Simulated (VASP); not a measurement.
The system is Cd.

```
Cd
1.0
     2.97887    0.00000    0.00000
    -1.48944    2.57978    0.00000
     0.00000    0.00000    5.61765
Cd
2
Cartesian
  0.0000 1.7199 1.4044
  1.4894 0.8599 4.2132
```

```yaml
Program: VASP 6.6.1
Task: relaxation of cell and atoms
Functional: LDA
Potentials_or_basis: VASP PAW LDA potentials, release 64 (Cd)
Cutoff: 600 eV
k_mesh: 15 × 15 × 7
Occupations: methfessel-paxton, width 0.1 eV
Spin: no spin polarisation
```

At the start: pressure -4.2 GPa; volume 21.59 Å³/atom.

Question: Where does the relaxation end?

Answer: Over 6 steps the energy falls by 20.9 meV/atom and the volume is 20.28 Å³/atom (-6.0 %); space group P6_3/mmc (No. 194, to 0.05 Å).

Step by step:
| step | energy change (eV) | largest force (eV/Å) | pressure (GPa) | volume (Å³) |
| --- | --- | --- | --- | --- |
| 1 | 0.0000 | 0.0000 | -4.16 | 43.17 |
| 2 | -0.0382 | 0.0000 | 1.48 | 39.76 |
| 3 | -0.0413 | 0.0000 | 0.08 | 40.43 |
| 4 | -0.0413 | 0.0000 | 0.01 | 40.49 |
| 5 | -0.0417 | 0.0000 | -0.04 | 40.53 |
| 6 | -0.0418 | 0.0000 | -0.02 | 40.57 |

Final structure:
```xyz
2
Lattice="2.8987 0.0000 0.0000 -1.4493 2.5103 0.0000 0.0000 0.0000 5.5750" Properties=species:S:1:pos:R:3 pbc="T T T"
Cd    0.0000    1.6736    1.3937
Cd    1.4493    0.8368    4.1812
```
